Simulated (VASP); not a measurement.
VASP runs on EuO (space group Fm-3m) share one base input (PBE GGA, plane waves, VASP's PBE PAW potentials (set 64)) and change the settings named in each case.

### POSCAR
```
EuO
1
    0.0000000000     2.5728260000     2.5728260000
    2.5728260000     0.0000000000     2.5728260000
    2.5728260000     2.5728260000     0.0000000000
Eu O
1 1
Direct
  0.0000000000   0.0000000000   0.0000000000
  0.5000000000   0.5000000000   0.5000000000
```

INCAR:
```
LASPH  =  .True.   ! aspherical one-centre terms
LREAL  =  .False.
ENCUT  =  400
GGA  =  PE   ! PBE
LWAVE  =  .False.
SIGMA  =  0.136   ! width (eV)
EDIFF  =  1E-6   ! SCF stop (eV)
LCHARG  =  .False.
NELM  =  100
ISIF  =  2   ! forces and stress, cell fixed
SYSTEM  =  EuO
LORBIT  =  11   ! lm-projected
LMAXMIX  =  6
ISMEAR  =  -1   ! Fermi-Dirac
ALGO  =  Normal
ISPIN  =  2
PREC  =  Accurate
```

**KPOINTS**
```
Automatic mesh
0
Gamma
9 9 9
0 0 0
```

POTCAR, in this order: Eu O (PBE.64 set). Program: vasp_std. The INCAR's line for the spin-polarised start is left out here.

```
change                                                                                                                         E(σ→0) (eV/atom)  pressure (GPa)  −TS (eV)
-----------------------------------------------------------------------------------------------------------------------------  ----------------  --------------  --------
base run                                                                                                                               -11.0034           -8.25   -0.1010
GGA_COMPAT = .FALSE., ISPIN removed, LNONCOLLINEAR = .TRUE., LSORBIT = .TRUE., another spin-polarised start, program vasp_ncl          -11.2878           -8.33   -0.1012
KPOINTS 4×4×4 Γ-centred mesh                                                                                                           -11.0103           -8.09   -0.0976
LDAU = .TRUE., LDAUJ = 0 0, LDAUL = 3 -1, LDAUTYPE = 2, LDAUU = 4.0 0                                                                  -10.6788               …         …
```

**Question.** Fill in the missing entries.

**Answer.** 
- LDAU = .TRUE., LDAUJ = 0 0, LDAUL = 3 -1, LDAUTYPE = 2, LDAUU = 4.0 0, pressure (GPa): -4.12
- LDAU = .TRUE., LDAUJ = 0 0, LDAUL = 3 -1, LDAUTYPE = 2, LDAUU = 4.0 0, −TS (eV): -0.0377

Energies of different potentials or functionals have different zeros.  The run has a spin-polarised start. At 400 eV the pressure can carry a Pulay error.

Left out are runs that ran out of time, are held back, or changed the cell or the kind of run, fixed moments of cells without a moment, rows past the twelfth, gaps on odd meshes, pressures of charged cells and columns that move by less than the noise.

The structure comes from a computed database's EuO entry; how it stands against other phases isn't given here. The cell was not relaxed at this level, its lattice was scaled by up to 2.5 %.
